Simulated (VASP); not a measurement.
Cost and result of VASP (PAW) for the bulk modulus of SrTe (rock salt). Static lattice, third-order Birch-Murnaghan fit over five volumes. The cost counts the five points of the equation of state, each on the mesh and cut-off of its row, so the ratios hold those differences too. With PBE it took about 80 core-seconds. Times come from single runs on busy shared machines, so they are rough: good to a factor of about 2.

Measured: 39.5 GPa (as given by S. C. Rakesh Roshan et al., ACS Applied Energy Materials (2021), arXiv:2110.13857).

```csv
level,k-mesh,cut-off (eV),bulk modulus (GPa),error (%),cost over PBE
LDA,7×7×7,520,39.2,-0.8,within a factor of 2
PW91,7×7×7,520,32.7,-17.2,within a factor of 2
PBEsol,7×7×7,520,35.6,-9.9,within a factor of 2
PBE,7×7×7,520,32.3,-18.2,reference
vdW-DF-cx,7×7×7,520,35.4,-10.4,about 3 times
r2SCAN,7×7×7,520,34.9,-11.7,about 8 times
MS2,7×7×7,520,34.5,-12.7,about 9 times
HSEsol,6×6×6,520,36.8,-6.7,about 60 times
```

Within 5 % of the measurement lie LDA; LDA stands at the low end of their costs, within a factor of 2 against PBE.

Left out are levels that failed, ran on another kind of processor or have no fit band path; at most nine are shown.

The compound is SrTe in the rock salt structure.
